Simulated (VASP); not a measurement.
Data:

```xyz
2
Lattice="0.0000 2.7037 2.7037 2.7037 0.0000 2.7037 2.7037 2.7037 0.0000" Properties=species:S:1:pos:R:3 pbc="T T T"
K      0.0000     0.0000     0.0000
F      2.7037     2.7037     2.7037
```

Calculation: PW91 GGA, VASP's PBE PAW potentials (set 64) (plane waves; VASP 6.6.1). Numerical set-up: 520 eV cut-off, 9×9×9 Γ-centred mesh, tetrahedra with Blöchl corrections, potentials K_sv F.

### Question
Estimate the energy per atom (σ→0), band gap (on the k-mesh) with the smallest direct gap where there is one.

### Answer

```
Property                                     Result
-----------------------------------  --------------
band gap (on the k-mesh)                    6.05 eV
smallest direct gap (on the k-mesh)         6.05 eV
energy per atom (σ→0)                -4.195 eV/atom
```

The compound is KF in the rock salt structure. It was relaxed first.
